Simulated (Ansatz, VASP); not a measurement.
## LiP2: VASP beside Ansatz

```
Li P
1.0
     6.40977    0.00000    0.00000
     0.00000    6.40977    0.00000
     0.00000    0.00000    2.51452
Li P
2 4
Direct
  0.50000 0.50000 0.00000
  0.00000 0.00000 0.00000
  0.88143 0.61857 0.00000
  0.11857 0.38143 0.00000
  0.61857 0.11857 0.00000
  0.38143 0.88143 0.00000
```

Alike in both runs: functional PBE; k mesh 6 × 6 × 14; occupations gaussian, width 0.1 eV; no spin polarisation.

Ansatz relaxed the structure, and its values are those at the end. VASP's run is a single point on that final structure, the one shown.

|  | VASP | Ansatz |
| --- | --- | --- |
| version | VASP 6.6.1 | Ansatz 0.2.0 |
| potentials or method | VASP PAW PBE potentials, release 64 (Li_sv, P) | scalar-relativistic, plane waves, PAW |
| plane-wave cutoff (eV) | 520 | 420 |
| valence electrons in the cell | 26 | 26 |

VASP gave:

- gap on the k mesh at the Fermi level (eV): none
- rms of the force components (eV/Å): 0.024

Problem. Estimate Ansatz's values.

Solution. gap on the k mesh at the Fermi level (eV): none; rms of the force components (eV/Å): 0.001.

A gap of «none» marks a metal or a gap that the smearing closes.
